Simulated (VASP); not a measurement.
```yaml
crystal:
  lattice:
    - [0.00000, 2.20159, 2.20159]
    - [2.20159, 0.00000, 2.20159]
    - [2.20159, 2.20159, 0.00000]
  atoms:
    - { symbol: Si, position: [0.00000, 0.00000, 0.00000] }
    - { symbol: C, position: [0.25000, 0.25000, 0.25000] }
```

Level of theory: PBEsol GGA, VASP's PBE PAW potentials (set 64) (plane waves; VASP). Settings: 520 eV cut-off, 10×10×10 Γ-centred mesh, Gaussian smearing of 0.050 eV, potentials Si C.

### Question
Estimate the energy per atom (σ→0), pressure, band gap (on the k-mesh) with the smallest direct gap where there is one.

### Answer

- band gap (on the k-mesh): 1.26 eV
- smallest direct gap (on the k-mesh): 4.41 eV
- energy per atom (σ→0): -7951 meV/atom
- pressure: -6.29 GPa

The absolute energy has meaning only against runs of the same code, potentials and settings.

The compound is SiC in the zinc blende structure. This cell is one point of a volume scan, at 1.03 of the reference volume.
